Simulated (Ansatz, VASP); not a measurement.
**GdSi2Rh2 in two plane-wave programs**

Wanted: the spread between two codes on one cell, functional and k mesh. The cell is taken from a series of VASP runs on this material, whose earlier steps may have relaxed, scaled or displaced it; both programs get it as it stands.

Program: Ansatz 0.2.0. Level of theory: plane waves, with VASP 6.6.1 beside it; zone-centre phonons at LDA, DFT+U. Results are calculated unless marked as measured.

### Step 1. The structure

It takes space group I4/mmm (No. 139, tetragonal). The conventional cell has a = 3.984 Å, b = 3.984 Å, c = 9.850 Å, α = 90.00°, β = 90.00°, γ = 90.00°. Nearest to Gd lie 10 Si at 3.07 to 3.70 Å and 8 Rh at 3.17 Å. Si has 4 Rh at 2.35 Å and 5 Si at 2.44 to 3.76 Å and 5 Gd at 3.07 to 3.70 Å nearest. Rh has 4 Si at 2.35 Å and 4 Rh at 2.82 Å and 4 Gd at 3.17 Å nearest. Farther neighbours are not listed.

### Step 2. Ansatz: zone-centre phonons, LDA, DFT+U

Ansatz runs on its default PAW (the set named soft_2) files.

Second derivatives magnify differences that forces hide, and they need a tight electronic threshold.

The input, input.yaml:

```yaml
crystal:
  lattice:
    - [-1.99207751, 1.99207751, 4.924821114]
    - [1.99207751, -1.99207751, 4.924821114]
    - [1.99207751, 1.99207751, -4.924821114]
  atoms:
    - { symbol: Gd, position: [0.0, 0.0, 0.0], spin: 6.936 }
    - { symbol: Si, position: [0.6239707304, 0.6239707304, 0.0], spin: -0.004 }
    - { symbol: Si, position: [0.3760292696, 0.3760292696, 0.0], spin: -0.004 }
    - { symbol: Rh, position: [0.75, 0.25, 0.5], spin: 0.01 }
    - { symbol: Rh, position: [0.25, 0.75, 0.5], spin: 0.01 }
hamiltonian:
  xc: lda
  pseudopotentials: { kind: paw }
  hubbard:
    sites:
      - { species: Gd, l: f, u_eff: 7.0 }
      - { species: Rh, l: d, u_eff: 4.0 }
magnetization:
  spin_polarized: true
kpoints:
  mp_grid: { grid: [11, 11, 11] }
scf:
  occupations: { method: methfessel_paxton, width: 0.2 }
phonons:
  method: dfpt
  qpoints: [[0, 0, 0]]
```

On the command line:

```sh
> ansatz run input.yaml --threads 4 --pin off --max-ram 9216MiB --backend cpu --events-out ev --progress --plain --runs-dir out
```

Numbers of over 12 decimals in the logs are rounded to 6 here.

The program printed:

```text
Gd: projections on atomic orbitals take those of the free atom [Kr 4d10] 4f7 5s2 5p6 5d1 6s2, of charge +0.00 (hamiltonian.pseudopotentials.projection_atoms); the dataset's partial waves leave at most 2.5e-4 of an orbital's norm unspanned inside its sphere
Si: projections on atomic orbitals take those of the free atom [Ne] 3s2 3p2, of charge +0.00 (hamiltonian.pseudopotentials.projection_atoms); the dataset's partial waves leave at most 6.1e-8 of an orbital's norm unspanned inside its sphere
Rh: projections on atomic orbitals take those of the free atom [Ar 3d10] 4s2 4p6 4d8 5s1, of charge +0.00 (hamiltonian.pseudopotentials.projection_atoms); the dataset's partial waves leave at most 8.9e-6 of an orbital's norm unspanned inside its sphere
Engine: ansatz 0.2.0, aarch64-unknown-linux-gnu
Pseudopotentials: kind: paw
Pseudopotential: Gd, paw, valence charge 18, recommended cutoff 420 eV (normal), Gd.paw.azcp
Pseudopotential: Si, paw, valence charge 4, recommended cutoff 420 eV (normal), Si.paw.azcp
Pseudopotential: Rh, paw, valence charge 17, recommended cutoff 420 eV (normal), Rh.paw.azcp
Functional definition: SPW92
  exchange = slater_x
  correlation = pw_c
Crystal: 5 atoms, lattice volume = 78.174 Å³
Basis set: ecut = 420 eV, 1517 PW (Γ), exchange–correlation on 80×80×80 points (8 copies of the dense FFT grid, shifted against one another)
Bands: 41, of which v1, the nominal top of the filled ones, is band 30 counted from 1 (29 counted from 0)
Symmetry: 16 space group operations
Space group: I4/mmm (ITA 139), of the structure as read, at distance tolerance 4.3e-5 Å
Magnetic group: BNS 139.531 (UNI 1191), of the structure as read, at distance tolerance 4.3e-5 Å
k-points: 126 of 1331
Non-local potential: Gd, projectors of the file, l = 0: 3, l = 1: 2, l = 2: 2, l = 3: 3
Non-local potential: Si, projectors of the file, l = 0: 2, l = 1: 2, l = 2: 2
Non-local potential: Rh, projectors of the file, l = 0: 3, l = 1: 2, l = 2: 2, l = 3: 1
PAW form: soft (Blöchl's): semilocal exchange-correlation on the pseudo side does not see the compensation charge
PAW frozen core: Gd, regenerated for the run's functional, and the local potential with it (the file was generated under x = pbe(κ = 0.804, μ = 0.219515), c = pbe(β = 0.066725))
PAW frozen core: Si, regenerated for the run's functional, and the local potential with it (the file was generated under x = pbe(κ = 0.804, μ = 0.219515), c = pbe(β = 0.066725))
PAW frozen core: Rh, regenerated for the run's functional, and the local potential with it (the file was generated under x = pbe(κ = 0.804, μ = 0.219515), c = pbe(β = 0.066725))
PAW one-centre angular grid: Gd, 590 points (default); XC on 64 Gauss nodes
PAW one-centre angular grid: Si, 110 points (default); XC on 64 Gauss nodes
PAW one-centre angular grid: Rh, 590 points (default); XC on 64 Gauss nodes
Initial density: superposition of atomic densities (chi_scale 0.1, normalization cell, long waves kept (reshape's long-wave potential 0.00 eV rms))
Starting moments: Σ|m| = 6.964 μB on 5 of 5 sites
Initial wavefunctions: pseudopotential atomic-orbital guess
Functional: x = slater, c = lda
SCF 1 converged in 13 iterations: F = -22901.881960 eV  dr2 = 3.99e-9
  greatest PAW one-centre occupation: 1.000 electrons in one spin orbital (limit 2), on the Rh atom at site 4 (counted from 0), in its partial waves of l = 0
k-points: 366 of 1331 (irreducible under 2 space group operations, time reversal used)
Initial density: read from a saved state, or passed on in memory by an earlier SCF of this step, an earlier step, the calling program or the single point that the run made first
Stability of the state it starts from, as read at its close in the collinear treatment: not read, because cold or Methfessel-Paxton smearing, or corrected tetrahedra, fill the levels in a way that the test cannot read (fill_not_monotonic); its run was given moments
Starting moments: Σ|m| = 6.964 μB on 5 of 5 sites; this step starts from the density that it was given
iter 1 solved again at ethr=1.88e-7 eV; its pass at ethr=3.10e-3 eV (dr2=1.13e-4 eV) is discarded
SCF iter   1: F=—  HF=-22901.881960 eV  |F-HF|=—  |Δ(HF+E_count)|=         —  Δρ=1.70e-6 (↑1.06e-6 ↓1.70e-6)  dr2=4.01e-9  dr2_m=4.19e-10  M=7.241 μB ∫|m|=7.286 μB  β_m=0.30  ethr=1.88e-7  ⟨swp⟩=3.2  Hψ=202776  notcnv=0
eigensolver tolerance schedule: the retry pair's looser diagonalisation over-reported the residual by 28148.25 of it (diagonalisation noise at an unbounded share of the residual, at the tolerance the schedule requests for it); recorded, not acted on — ethr = c·dr2/N_el stays at c = 1.0e-1
preconditioner: auto → Kerker (q_TF=auto, 2.611 Å⁻¹)  [metal: Δε(μ)=0.004 eV  Ē_g=10.992 eV  σ=0.200 eV  W_gap=0.02  n_scr=32 (ndim 8)  ℏωp=27.2 eV  f_vac=0.000  D(μ)=2.00/eV (n_scr^D=10)]
spin=Collinear: Kerker preconditioning applied to the charge; magnetization (m = ρ↑ − ρ↓) channel mixes plain (no charge-response kernel on spin).
SCF iter   2: F=—  HF=-22901.881960 eV  |F-HF|=—  |Δ(HF+E_count)|=   8.34e-8  S|Δr|=    0.00e0  Δρ=1.35e-6 (↑8.03e-7 ↓1.35e-6)  dr2=2.13e-9  dr2_m=3.14e-10  M=7.241 μB ∫|m|=7.286 μB  β_m=0.55  ethr=6.68e-12  ⟨swp⟩=3.7  Hψ=77620  notcnv=0
SCF iter   3: F=—  HF=-22901.881960 eV  |F-HF|=—  |Δ(HF+E_count)|=  4.33e-10  S|Δr|=    0.00e0  Δρ=5.78e-7 (↑5.33e-7 ↓5.78e-7)  dr2=4.43e-10  dr2_m=1.01e-10  M=7.241 μB ∫|m|=7.286 μB  β_m=0.60  ethr=3.55e-12  ⟨swp⟩=2.3  Hψ=48357  notcnv=0
SCF iter   4: F=—  HF=-22901.881960 eV  |F-HF|=—  |Δ(HF+E_count)|=  4.37e-11  S|Δr|=    0.00e0  Δρ=3.43e-7 (↑2.53e-7 ↓3.43e-7)  dr2=1.42e-10  dr2_m=3.34e-11  M=7.241 μB ∫|m|=7.286 μB  β_m=0.74  ethr=1.00e-12  ⟨swp⟩=1.6  Hψ=34734  notcnv=0
SCF iter   5: F=—  HF=-22901.881960 eV  |F-HF|=—  |Δ(HF+E_count)|=  1.09e-11  S|Δr|=    0.00e0  Δρ=1.55e-7 (↑1.55e-7 ↓9.78e-8)  dr2=1.85e-11  dr2_m=6.18e-12  M=7.241 μB ∫|m|=7.286 μB  β_m=0.87  ethr=1.00e-12  ⟨swp⟩=1.0  Hψ=30012  notcnv=0
SCF iter   6: F=-22901.881960 eV  HF=-22901.881960 eV  |F-HF|=0.00e0  |Δ(HF+E_count)|=  7.28e-12  S|Δr|=    0.00e0  Δρ=4.31e-8 (↑4.31e-8 ↓2.61e-8)  dr2=5.64e-13  dr2_m=6.91e-13  M=7.241 μB ∫|m|=7.286 μB  ethr=1.00e-12  ⟨swp⟩=6.1  Hψ=129843  notcnv=0
SCF 2 converged in 6 iterations: F = -22901.881960 eV  dr2 = 5.64e-13
this state was not tested for a lower state beside it, because cold or Methfessel-Paxton smearing, or corrected tetrahedra, fill the levels in a way that the test cannot read (fill_not_monotonic; see scf.lower_state_search)
DFPT response loops at Γ: preconditioner auto → Kerker (q_TF=auto, 2.611 Å⁻¹) (partly filled bands, converged f_vac=0.000); β = 1.00, the filter's whole step (`scf.mixing.beta` (0.30) is not read by the response loops under this deck's `scf.mixing.preconditioner`; to damp them name `kerker` or `kerker_dos`, under which they read `scf.mixing.beta`, and type it under 1.00, their step now; both keys bind the ground state too); Broyden in place of MSR1
SCF converged after 6 iterations
Magnetization: 7.2414 μB (33.6207 up, 26.3793 down)
Absolute magnetization: 7.2865 μB (∫|ρ↑−ρ↓|, with the PAW one-centre terms)
Spin contamination: 0.0167 ħ² per cell (⟨S²⟩ above its minimum at these occupations)
Per-site moments (μB) at R_I (Å): [(7.083619, 1.266567), (-0.00192177, 0.968216), (-0.00192177, 0.968216), (0.00637497, 0.968216), (0.00637497, 0.968216)]
Free energy (F): -22901.881960 eV
Harris-Foulkes:  -22901.881960 eV  (|F-HF|=0.00e0)
Internal energy: -22901.882179 eV  (E = F + TS)
E sigma→0 (E₀):  -22901.882014 eV
Entropy (-TS):   0.000219 eV (0.044 meV/atom)
Fermi energy:    16.587484 eV
--- Per-component energies (eV) ---
  E_band       = -261.818683
  E_kinetic    = 1656.875795
  E_local      = -6367.886940  (includes V_loc(G=0)·N_el)
  E_nonlocal   = 1068.215059
  E_hartree    = 2505.546142
  E_xc         = -792.389504
  E_vxc        = -916.376344  (∫ρ·V_xc dr)
  E_hubbard    = 5.061994  (on-site DFT+U / exact-exchange correction)
  E_vhub       = -48.491776  (the Hubbard potential's part of the band-sum identity)
  E_paw        = -14147.034208  (= ΣΔE_a)
  E_vpaw       = -665.248378  (= ΣTr[D̂ρ^β])
  E_aug_tail   = 0.001614  (compensation charges beyond the density's cutoff)
  E_ewald      = -6832.964791
  E_core_change = 2.692659  (= ΣΔE_core)
  E_smearing   = 0.000219  (= −TS)
  E_closure    = 0.000000  (closes the sum)
  Σ components = -22901.881960   (vs F -22901.881960, Δ=0.00e0)
--- Band table (eV; the first three rows and the last of 732) ---
  k-point 0 ↑: bands = [... 26 lower, 13.4822, 13.4822, 13.9221, 14.4695, 14.5990, 15.6223, 15.6223, 15.7656, ... 7 higher]
  k-point 1 ↑: bands = [... 26 lower, 13.4406, 13.7767, 14.1308, 14.4271, 14.4649, 14.9598, 15.7204, 15.7291, ... 7 higher]
  k-point 2 ↑: bands = [... 26 lower, 12.9523, 13.5895, 14.0203, 14.1178, 14.2842, 14.4381, 15.6611, 15.9536, ... 7 higher]
  k-point 365 ↓: bands = [... 26 lower, 16.5878, 18.5663, 19.0690, 19.9295, 20.2345, 20.2554, 20.3945, 20.4176, ... 7 higher]
Occupation matrices written to <dir>
--- Phonons (Γ-DFPT): 6 representative perturbations + reference, on 366 of 1331 k-points (Σ response iterations 45) ---
  k mesh reduced under 2 symmetry operations, with k and −k counted as one. Each operation leaves every solved perturbation unchanged. A smaller set is not considered because the run has a Hubbard term
  ASR residual: 2.124e-5 → 0.000e0 eV/Å²; symmetrization residual: 1.266e-5 eV/Å²
  ASR residual per site (eV/Å²): 2.12e-5 1.04e-5 1.04e-5 9.30e-6 9.30e-6
  Γ frequencies (cm⁻¹): 0.00 0.00 0.00 121.93 121.93 146.88 169.12 223.93 223.93 330.89 351.77 351.77 364.91 364.91 439.12
  non-analytic LO–TO correction: not included (Born effective charges unavailable; polar crystals: no LO–TO splitting at Γ)
--- Phonons (arbitrary-q DFPT): 1 explicit q-point ---
  q = [0, 0, 0] (of the zone-centre solve; hermiticity 1.42e-6, symmetrization 5.94e-10): -0.00 0.00 0.00 121.93 121.93 146.88 169.12 223.93 223.93 330.89 351.77 351.77 364.91 364.91 439.12
  sum rule: each row above includes the acoustic sum rule's correction from the zone centre's row sums; it moved no ω² by more than (0.32 cm⁻¹)²
```

Wall time 21 min (4 threads of Arm Neoverse V1, shared host); peak memory 5.7 GiB; 79 min of CPU time.

(Part 1 of 2 ends here.)

[Lines on the potential files, build, host, timing and source positions are cut from VASP's logs without a mark.]

[Logs are printed without paths, hosts, clocks, repeated set-up lines and the standing remarks that a program may print on its own settings, such as how far it seeks lower states.]

[Hosts, paths, dates, database ids (printed as entryN), source tags and the programs' standing remarks are cut or masked in the printed files.]
